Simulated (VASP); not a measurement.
VASP input:

### INCAR
```
ALGO=Normal
EDIFF=1E-7
ENCUT=400
ISIF=2
ISMEAR=-5
LASPH=.TRUE.
LCHARG=.TRUE.
LEFG=.TRUE.
LMAXMIX=4
LORBIT=11
LREAL=.FALSE.
LWAVE=.FALSE.
NEDOS=601
NELM=100
PREC=Accurate
SYSTEM=TlBr
```

### POSCAR
```
TlBr
1
    2.1404811171    -5.9196951103     0.0000000000
    2.1404811171     5.9196951103    -0.0000000000
    0.0000000000    -0.0000000000     4.7416750297
Tl Br
2 2
Direct
  0.3937895269   0.6062104731   0.7500000000
  0.6062104731   0.3937895269   0.2500000000
  0.8631772478   0.1368227522   0.2500000000
  0.1368227522   0.8631772478   0.7500000000
```

### KPOINTS
```
Automatic
0
G
6 6 5
0 0 0
```

POTCAR, in this order: Tl_d Br (LDA.64 set). Program: vasp_std.

### Question
Translate this LDA calculation to Quantum ESPRESSO's pw.x.

### Answer
One equivalent input (not run):
```
&CONTROL
  calculation = 'scf'
  pseudo_dir = './pseudo'
  outdir = './out'
  tprnfor = .true.
  tstress = .true.
/
&SYSTEM
  ibrav = 0
  nat = 4
  ntyp = 2
  ecutwfc = 62
  occupations = 'tetrahedra'
  input_dft = 'pz'
/
&ELECTRONS
  conv_thr = 7.3e-09
  electron_maxstep = 100
/
ATOMIC_SPECIES
  Tl 204.380 Tl.upf
  Br 79.904 Br.upf
CELL_PARAMETERS angstrom
     2.1404811   -5.9196951    0.0000000
     2.1404811    5.9196951   -0.0000000
     0.0000000   -0.0000000    4.7416750
ATOMIC_POSITIONS crystal
  Tl   0.3937895  0.6062105  0.7500000
  Tl   0.6062105  0.3937895  0.2500000
  Br   0.8631772  0.1368228  0.2500000
  Br   0.1368228  0.8631772  0.7500000
K_POINTS automatic
  6 6 5 0 0 0
```
Limits of the translation: the potentials are each code's own (VASP's PAW set, PseudoDojo norm-conserving files in pw.x), so ENCUT and ecutwfc are chosen apart and not converted; conv_thr bounds pw.x's estimated SCF error, while EDIFF bounds the energy change between steps; the field gradients of LEFG aren't asked of the other code.

The structure comes from a computed database's TlBr entry (Cmcm); how it stands against other phases isn't given here. It was relaxed first, which changed the volume by -12 %.
